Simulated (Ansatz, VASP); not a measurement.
**Mg6TiSb in VASP and in Ansatz**

The input INCAR:

```
  PREC = Accurate
  ENCUT = 520
  EDIFF = 1E-7
  ISMEAR = -1
  SIGMA = 0.05
  LREAL = False
  LASPH = True
  NELM = 60
  ALGO = Normal
  ISIF = 2
  LWAVE = False
  LCHARG = False
  GGA = PE
  NBANDS = 24
```

KPOINTS

```
Automatic mesh
0
Gamma
  5 5 5
```

The input POSCAR:

```
Mg6TiSb
1.0
    5.0172555960      0.0000000000      0.0000000000
    0.0000000000      3.1788908562      5.3329151961
    0.0000000000     -3.1788908562      5.3329151961
Sb Ti Mg
1 1 6
Direct
    0.0000000000      0.3257160000      0.3257160000
    0.5000000000      0.1689090000      0.1689090000
    0.0000000000      0.8334250000      0.8334250000
    0.0000000000      0.3317970000      0.8365510000
    0.0000000000      0.8365510000      0.3317970000
    0.5000000000      0.6649700000      0.6649700000
    0.5000000000      0.1628120000      0.6758200000
    0.5000000000      0.6758200000      0.1628120000
```

The input input.yaml:

```yaml
crystal:
  lattice:
    - [5.017255596, 0.0, 0.0]
    - [0.0, 3.1788908562, 5.3329151961]
    - [0.0, -3.1788908562, 5.3329151961]
  atoms:
    - { symbol: Sb, position: [0.0, 0.325716, 0.325716] }
    - { symbol: Ti, position: [0.5, 0.168909, 0.168909] }
    - { symbol: Mg, position: [0.0, 0.833425, 0.833425] }
    - { symbol: Mg, position: [0.0, 0.331797, 0.836551] }
    - { symbol: Mg, position: [0.0, 0.836551, 0.331797] }
    - { symbol: Mg, position: [0.5, 0.66497, 0.66497] }
    - { symbol: Mg, position: [0.5, 0.162812, 0.67582] }
    - { symbol: Mg, position: [0.5, 0.67582, 0.162812] }
hamiltonian:
  xc: pbe
  pseudopotentials: { kind: paw }
kpoints:
  mp_grid: { grid: [5, 5, 5] }
scf:
  occupations: { method: fermi_dirac, width: 0.05 }
output:
  forces: true
  stress: true
  eigenvalues: true
```

Change from the starting cell: volume scaled by 0.98.

Alike in both runs: task single point; functional PBE; k mesh 5 × 5 × 5; occupations fermi-dirac, width 0.05 eV; no spin polarisation.

```csv
,VASP,Ansatz
version,VASP 6.6.1,Ansatz 0.2.0
potentials or method,"VASP PAW PBE potentials, release 64 (Sb, Ti_sv, Mg)",Ansatz PAW
plane-wave cutoff (eV),520,420
valence electrons in the cell,29,87
```

Ansatz gave:

```
gap on the k mesh at the Fermi level (eV)       : none
pressure (GPa)                                  : 1.0
largest component of the traceless stress (GPa) : 0.39
rms of the force components (eV/Å)              : 0.027
```

Q: Estimate VASP's values.

A: gap on the k mesh at the Fermi level (eV): none; pressure (GPa): 0.9; largest component of the traceless stress (GPa): 0.39; rms of the force components (eV/Å): 0.028.

Atom by atom the forces differ by 0.002 eV/Å (rms over components). A gap of «none» marks a metal or a gap that the smearing closes. With one functional, cell and mesh, what is left measures potentials, basis and numerics. The two sets of potentials don't hold the same shells in valence.

The runs have no spin-orbit coupling, so splittings on Sb are missing.
